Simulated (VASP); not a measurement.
The system is Re3B.

```
Re B
1.0
     1.44500   -4.65650    0.00000
     1.44500    4.65650    0.00000
     0.00000    0.00000    7.25800
Re B
6 2
Direct
  0.57380 0.42620 0.25000
  0.42620 0.57380 0.75000
  0.86550 0.13450 0.06200
  0.13450 0.86550 0.56200
  0.13450 0.86550 0.93800
  0.86550 0.13450 0.43800
  0.25600 0.74400 0.25000
  0.74400 0.25600 0.75000
```

```yaml
Program: VASP 6.6.1
Task: relaxation of cell and atoms
Functional: PBEsol
Potentials_or_basis: VASP PAW PBE potentials, release 64 (Re, B)
Cutoff: 600 eV
k_mesh: 12 × 12 × 6
Occupations: gaussian, width 0.1 eV
Spin: no spin polarisation
```

At the start: pressure 0.8 GPa; volume 12.21 Å³/atom.

Where does the relaxation end?

Over 11 steps the energy falls by 3.4 meV/atom and the volume is 12.24 Å³/atom (+0.3 %); space group Cmcm (No. 63, to 0.05 Å).

Step by step:
| step | energy change (eV) | largest force (eV/Å) | pressure (GPa) | volume (Å³) |
| --- | --- | --- | --- | --- |
| 1 | 0.0000 | 0.4109 | 0.80 | 97.67 |
| 2 | -0.0175 | 0.1210 | -2.51 | 98.54 |
| 3 | -0.0181 | 0.1410 | -2.03 | 98.41 |
| 4 | -0.0223 | 0.1499 | 1.77 | 97.55 |
| 5 | -0.0250 | 0.0878 | 0.30 | 97.88 |
| 6 | -0.0268 | 0.0160 | 0.04 | 97.95 |
| 7 | -0.0268 | 0.0088 | 0.02 | 97.95 |
| 8 | -0.0268 | 0.0062 | -0.03 | 97.97 |
| 9 | -0.0268 | 0.0052 | -0.06 | 97.97 |
| 10 | -0.0268 | 0.0027 | 0.07 | 97.94 |
| 11 | -0.0268 | 0.0036 | 0.03 | 97.95 |

Final structure:
```
CELL_PARAMETERS angstrom
1.44182 -4.66814 0.00000
1.44182 4.66814 0.00000
0.00000 0.00000 7.27653
ATOMIC_POSITIONS crystal
Re 0.57524 0.42476 0.25000
Re 0.42476 0.57524 0.75000
Re 0.86722 0.13278 0.06480
Re 0.13278 0.86722 0.56480
Re 0.13278 0.86722 0.93520
Re 0.86722 0.13278 0.43520
B 0.25457 0.74543 0.25000
B 0.74543 0.25457 0.75000
```

Caveat: the PAW data sets were made with another functional, which shifts forces and pressure a little.
